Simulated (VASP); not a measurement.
# MgTi2N2 (I4/mmm) in VASP: further runs

Runs on MgTi2N2. Level: PBE. Tasks: relaxation of cell and atoms.

All numbers are computed with VASP 6.6.1; they aren't measurements. Logs are shortened: lines on timing, memory, paths and dates and some standing lists are left out, and cuts for length are marked.

## Step 1: Starting point

It takes space group I4/mmm (No. 139, tetragonal). Conventional cell: a = 3.467 Å, b = 3.467 Å, c = 9.111 Å, α = 90.00°, β = 90.00°, γ = 90.00°. Mg (site symmetry 4/mmm) is surrounded by 8 N at 2.78 Å and 8 Ti at 2.86 Å. Around Ti (site symmetry -4m2) lie 4 N at 1.99 Å. N (site symmetry 4mm) is surrounded by 4 Ti at 1.99 Å.

The cell was built by a generator and needn't be a form met in nature.

## Step 2: Relaxation of cell and atoms, PBE

INCAR

```
PREC = Normal
ENCUT = 520
EDIFF = 1E-4
ISMEAR = 0
SIGMA = 0.15
LREAL = F
LASPH = T
NELM = 60
ALGO = Fast
ISIF = 3
LWAVE = F
LCHARG = F
GGA = PE
IBRION = 2
NSW = 24
EDIFFG = -0.08
```

KPOINTS

```
regular mesh
0
Gamma
  6 6 6
```

POSCAR

```
MgTi2N2
1.0
   -1.7332598600      1.7332598600      4.5556549800
    1.7332598600     -1.7332598600      4.5556549800
    1.7332598600      1.7332598600     -4.5556549800
Mg Ti N
1 2 2
Direct
    0.0000000000      0.0000000000      0.0000000000
    0.2500000000      0.7500000000      0.5000000000
    0.7500000000      0.2500000000      0.5000000000
    0.6435844300      0.6435844300      0.0000000000
    0.3564155700      0.3564155700      0.0000000000
```

Potentials or basis: VASP PAW PBE potentials, release 64 (Mg, Ti_sv, N).

Started as:

```bash
$ cat potpaw_PBE.64/Mg/POTCAR potpaw_PBE.64/Ti_sv/POTCAR potpaw_PBE.64/N/POTCAR > POTCAR
$ mpirun -np 1 vasp_std > vasp.out
```

OUTCAR:

```text
PREC = Normal
   ENCUT = 520
   EDIFF = 1E-4
   ISMEAR = 0
   LREAL = F
   LASPH = T
   NELM = 60
   ISIF = 3
   GGA = PE
   IBRION = 2
   NSW = 24
   EDIFFG = -0.08

 ion  position               nearest neighbor table
   1  0.000  0.000  0.000-   3 2.86   2 2.86   2 2.86   3 2.86   2 2.86   3 2.86   3 2.86   2 2.86

   2  0.250  0.750  0.500-   4 1.99   5 1.99   5 1.99   4 1.99   3 2.45   3 2.45   3 2.45   3 2.45
                             1 2.86   1 2.86   1 2.86   1 2.86
   3  0.750  0.250  0.500-   4 1.99   5 1.99   5 1.99   4 1.99   2 2.45   2 2.45   2 2.45   2 2.45
                             1 2.86   1 2.86   1 2.86   1 2.86
   4  0.644  0.644  0.000-   2 1.99   3 1.99   2 1.99   3 1.99
   5  0.356  0.356  0.000-   2 1.99   3 1.99   2 1.99   3 1.99

  LATTYP: Found a body centered tetragonal cell.
 ALAT       =     3.4665197200
 C/A-ratio  =     2.6283739012

  Lattice vectors:

 A1 = (  -1.7332598600,   1.7332598600,   4.5556549800)
 A2 = (   1.7332598600,  -1.7332598600,   4.5556549800)
 A3 = (   1.7332598600,   1.7332598600,  -4.5556549800)

Analysis of symmetry for initial positions (statically):
=====================================================================
 Subroutine PRICEL returns:
 Original cell was already a primitive cell.

 Routine SETGRP: Setting up the symmetry group for a
 body centered tetragonal supercell.

 Subroutine GETGRP returns: Found 16 space group operations
 (whereof 16 operations were pure point group operations)
 out of a pool of 16 trial point group operations.

The static configuration has the point symmetry D_4h.

Analysis of symmetry for dynamics (positions and initial velocities):
=====================================================================
 Subroutine PRICEL returns:
 Original cell was already a primitive cell.

 Routine SETGRP: Setting up the symmetry group for a
 body centered tetragonal supercell.

 Subroutine GETGRP returns: Found 16 space group operations
 (whereof 16 operations were pure point group operations)
 out of a pool of 16 trial point group operations.

The dynamic configuration has the point symmetry D_4h.

 Subroutine INISYM returns: Found 16 space group operations
 (whereof 16 operations are pure point group operations),
 and found     1 'primitive' translations

----------------------------------------------------------------------------------------

                                     Primitive cell

  volume of cell :      54.7442

  direct lattice vectors                    reciprocal lattice vectors
    -1.733259860  1.733259860  4.555654980     0.000000000  0.288473766  0.109753702
     1.733259860 -1.733259860  4.555654980     0.288473766  0.000000000  0.109753702
     1.733259860  1.733259860 -4.555654980     0.288473766  0.288473766  0.000000000

  length of vectors
     5.173236103  5.173236103  5.173236103     0.308647030  0.308647030  0.407963513

  position of ions in fractional coordinates (direct lattice)
     0.000000000  0.000000000  0.000000000
     0.250000000  0.750000000  0.500000000
     0.750000000  0.250000000  0.500000000
     0.643584430  0.643584430  0.000000000
     0.356415570  0.356415570  0.000000000

  ion indices of the primitive-cell ions
   primitive index   ion index
                 1           1
                 2           2
                 3           3
                 4           4
                 5           5

----------------------------------------------------------------------------------------

 KPOINTS: regular mesh

Automatic generation of k-mesh.
 Grid dimensions read from file:
 generate k-points for:    6    6    6

 Generating k-lattice:

  Cartesian coordinates                     Fractional coordinates (reciprocal lattice)
[... 42 lines left out ...]
   k-points           NKPTS =     30   k-points in BZ     NKDIM =     30   number of bands    NBANDS=     22
   number of dos      NEDOS =    301   number of ions     NIONS =      5
   total plane-waves  NPLWV =  27000
   dimension x,y,z NGX =    30 NGY =   30 NGZ =   30
   dimension x,y,z NGXF=    60 NGYF=   60 NGZF=   60
   ions per type =               1   2   2
   NGX,Y,Z   is equivalent  to a cutoff of   9.64,  9.64,  9.64 a.u.
   NGXF,Y,Z  is equivalent  to a cutoff of  19.28, 19.28, 19.28 a.u.
 SYSTEM =  unknown system
   PREC   = normal    normal or accurate (medium, high low for compatibility)
   ISTART =      0    job   : 0-new  1-cont  2-samecut
   ICHARG =      2    charge: 1-file 2-atom 10-const
   ISPIN  =      1    spin polarized calculation?
   LNONCOLLINEAR =      F non collinear calculations
   LSORBIT =      F    spin-orbit coupling
   LASPH  =      T    aspherical Exc in radial PAW
   ENCUT  =  520.0 eV  38.22 Ry    6.18 a.u.   9.62  9.62  9.62*2*pi/ulx,y,z
   NELM   =     60;   NELMIN=  2; NELMDL= -5     # of ELM steps
   EDIFF  = 0.1E-03   stopping-criterion for ELM
   LREAL  =      F    real-space projection
   EDIFFG = -.8E-01   stopping-criterion for IOM
   NSW    =     24    number of steps for IOM
   IBRION =      2    ionic relax: 0-MD 1-quasi-New 2-CG
   NFREE  =      1    steps in history (QN), initial steepest desc. (CG)
   ISIF   =      3    stress and relaxation
   ISYM   =      2    0-nonsym 1-usesym 2-fastsym
   POTIM  = 0.5000    time-step for ionic-motion
   TEBEG  =    0.0;   TEEND  =   0.0 temperature during run
   PSTRESS=    0.0 pullay stress
   NELECT =      36.0000    total number of electrons
   NUPDOWN=      -1.0000    fix difference up-down
   EMIN   =  10.00;   EMAX   =-10.00  energy-range for DOS
   EFERMI =   0.00;   METHOD = LEGACY
   ISMEAR =     0;   SIGMA  =   0.15  broadening in eV -4-tet -1-fermi 0-gaus
   EFERMI_NEDOS =   21; number of points for ismear=-14 and -15
   IALGO  =     68    algorithm
   IMIX   =      4    mixing-type and parameters
     AMIX     =   0.40;   BMIX     =  1.00
     AMIX_MAG =   1.60;   BMIX_MAG =  1.00
  volume/ion in A,a.u.               =      10.95        73.89
  Fermi-wavevector in a.u.,A,eV,Ry     =   1.423627  2.690265 27.575123  2.026714
  Thomas-Fermi vector in A             =   2.544205
   LORBIT       =      0    0 simple, 1 ext, 2 COOP (PROOUT), +10 PAW based schemes
   GGA     = PE    functional components
   LHFCALC =     F    Hartree Fock is set to
   AEXX    =    0.0000 exact exchange contribution
   IVDW    =     0    specifies the selected vdW correction
   LEPSILON=     F    determine dielectric tensor
   LRPA    =     F    only Hartree local field effects (RPA)
 conjugate gradient relaxation of ions
 non-spin polarized calculation
 RMM-DIIS sequential band-by-band and
 Gauss-broadening in eV      SIGMA  =   0.15
  energy-cutoff  :      520.00
  volume of cell :       54.74
 maximum number of plane-waves:      1509
   NGX = 19   NGY = 19   NGZ = 19

--------------------------------------- Ionic step        1  -------------------------------------------

 number of electron      35.9999999 magnetization

 Free energy of the ion-electron system (eV)
  ---------------------------------------------------
  ext. energy  EPLUGINS =         0.00000000
  ---------------------------------------------------
  free energy    TOTEN  =       -35.60033151 eV

  energy without entropy =      -35.57136604  energy(sigma->0) =      -35.58584878

------------------------ aborting loop because EDIFF is reached ----------------------------------------

  FORCE on cell =-STRESS in cart. coord.  units (eV):
  Direction    XX          YY          ZZ          XY          YZ          ZX
  --------------------------------------------------------------------------------------
  -------------------------------------------------------------------------------------
  Total       13.3136830     13.3136830     11.1292762      0.0000000     -0.0000000      0.0000000
  in kB      389.6463559    389.6463559    325.7161744      0.0000000     -0.0000000      0.0000000
  external PRESSURE =     368.3362954 kB  Pullay stress =       0.0000000 kB
[... 26 lines left out ...]
--------------------------------------- Ionic step        2  -------------------------------------------

 number of electron      36.0000029 magnetization

------------------------ aborting loop EDIFF was not reached (unconverged)  ----------------------------

  FORCE on cell =-STRESS in cart. coord.  units (eV):
  Direction    XX          YY          ZZ          XY          YZ          ZX
  --------------------------------------------------------------------------------------
  -------------------------------------------------------------------------------------
  Total       -9.4410288     -9.4410288     -3.9068242      0.0000000      0.0000000      0.0000000
  in kB     -195.9404940   -195.9404940    -81.0828001      0.0000000      0.0000000      0.0000000
  external PRESSURE =    -157.6545961 kB  Pullay stress =       0.0000000 kB
[... 59 lines left out ...]
  FREE ENERGIE OF THE ION-ELECTRON SYSTEM (eV)
  ---------------------------------------------------
  free  energy   TOTEN  =       -36.4958665980 eV

  energy  without entropy=      -36.4717370522  energy(sigma->0) =      -36.48380183

[... ionic steps 4 to 11 ...]

--------------------------------------- Ionic step       12  -------------------------------------------

 number of electron      35.9999988 magnetization

------------------------ aborting loop because EDIFF is reached ----------------------------------------
[... 34 lines left out ...]
--------------------------------------- Ionic step       13  -------------------------------------------

 number of electron      35.9999991 magnetization

 E-fermi :   5.3596     XC(G=0):  -9.8946

 val. band max:        5.2655289930   @ k =  -0.3333   0.1667   0.0000
 cond. band min:       5.3906493275   @ k =   0.5000   0.5000   0.0000
 fundamental gap:      0.1251203345
 Fermi energy:         5.3596186423

 k-point     1 :       0.0000    0.0000    0.0000
  band No.  band energies     occupation
      1     -51.9397      2.00000
      2     -51.7742      2.00000
      3     -28.4310      2.00000
      4     -28.4310      2.00000
      5     -28.3113      2.00000
      6     -28.1593      2.00000
[... 629 lines left out ...]
--------------------------------------- Ionic step       14  -------------------------------------------

 number of electron      36.0000034 magnetization

 Free energy of the ion-electron system (eV)
  ---------------------------------------------------
  ext. energy  EPLUGINS =         0.00000000
  ---------------------------------------------------
  free energy    TOTEN  =       -37.78694075 eV

  energy without entropy =      -37.76637290  energy(sigma->0) =      -37.77665682

 E-fermi :   5.5303     XC(G=0): -10.0052

 val. band max:        5.5000386452   @ k =   0.1667   0.1667   0.1667
 cond. band min:       5.5915221545   @ k =   0.5000   0.5000   0.1667
 fundamental gap:      0.0914835093
 Fermi energy:         5.5302914337

 k-point     1 :       0.0000    0.0000    0.0000
  band No.  band energies     occupation
      1     -51.7622      2.00000
      2     -51.6034      2.00000
      3     -28.2635      2.00000
      4     -28.2635      2.00000
      5     -28.1173      2.00000
      6     -27.9740      2.00000
[... 623 lines left out ...]
  FREE ENERGIE OF THE ION-ELECTRON SYSTEM (eV)
  ---------------------------------------------------
  free  energy   TOTEN  =       -37.7869407475 eV

  energy  without entropy=      -37.7663728979  energy(sigma->0) =      -37.77665682

 reached required accuracy - stopping structural energy minimisation
```

Run time: 18 min. Hardware: 1 thread of Intel Xeon Platinum 8375C at 2.90GHz (Ice Lake), shared host; peak memory 0.21 GiB.

What came out:

| Property | Result |
| --- | --- |
| Free energy | -37.7869 eV |
| Relaxed volume | 15.58 Å³/atom |
| Relaxed cell | a = 5.775 Å, b = 5.775 Å, c = 5.775 Å, α = 140.30°, β = 140.30°, γ = 57.39° |
| Space group after relaxing (to 0.05 Å) | I4/mmm (No. 139) |
| Energy gained by relaxing | 437.3 meV/atom |
| Ionic steps | 14 |
| Pressure after relaxing | 0.2 GPa |
| Largest force after relaxing | 0.013 eV/Å |
| Band gap on the k mesh | none (metal or under the smearing width) |

Forces in eV/Å, atoms in the order of the input:
```
Mg   0.000  0.000  0.000
Ti   0.000  0.000  0.000
Ti   0.000  0.000  0.000
N    0.000  0.000  0.013
N    0.000  0.000 -0.013
```

Stress tensor (GPa, compression positive):
```
 0.40  0.00  0.00
 0.00  0.40  0.00
 0.00  0.00 -0.34
```

The path:
| step | energy change (eV) | largest force (eV/Å) | pressure (GPa) | volume (Å³) |
| --- | --- | --- | --- | --- |
| 1 | 0.0000 | 0.5395 | 36.83 | 54.74 |
| 2 | 1.9755 | 2.3682 | -15.77 | 77.20 |
| 3 | -0.8955 | 2.3251 | -6.49 | 67.83 |
| 4 | -0.9891 | 1.9395 | -0.61 | 65.06 |
| 5 | -0.9917 | 1.8361 | 0.75 | 64.44 |
| 6 | -1.2787 | 1.5329 | 0.56 | 66.62 |
| 7 | -1.6739 | 1.0326 | 0.34 | 71.00 |
| 8 | -2.0406 | 0.1331 | -0.81 | 80.18 |
| 9 | -2.0136 | 0.4530 | 1.11 | 77.96 |
| 10 | -2.0338 | 0.2751 | 0.94 | 79.12 |
| 11 | -2.0641 | 0.5856 | -6.46 | 82.63 |
| 12 | -2.0925 | 0.4792 | -3.64 | 81.18 |
| 13 | -2.1574 | 0.2321 | -1.72 | 79.70 |
| 14 | -2.1866 | 0.0135 | 0.15 | 77.91 |

Final structure:
```
Mg Ti N
1.0
    -1.96085    1.96085    5.06570
     1.96085   -1.96085    5.06570
     1.96085    1.96085   -5.06570
Mg Ti N
1 2 2
Direct
  0.00000 0.00000 0.00000
  0.25000 0.75000 0.50000
  0.75000 0.25000 0.50000
  0.70657 0.70657 0.00000
  0.29343 0.29343 0.00000
```

Caveat: the k mesh is coarse (spacing up to 0.43 Å⁻¹), so the values aren't converged; the volume moved by over 15 % at a fixed basis, so the end points are rough; the relaxation stopped at a loose force limit of 0.08 eV/Å, so its end isn't a converged minimum.

(Part 1 of 2 ends here.)
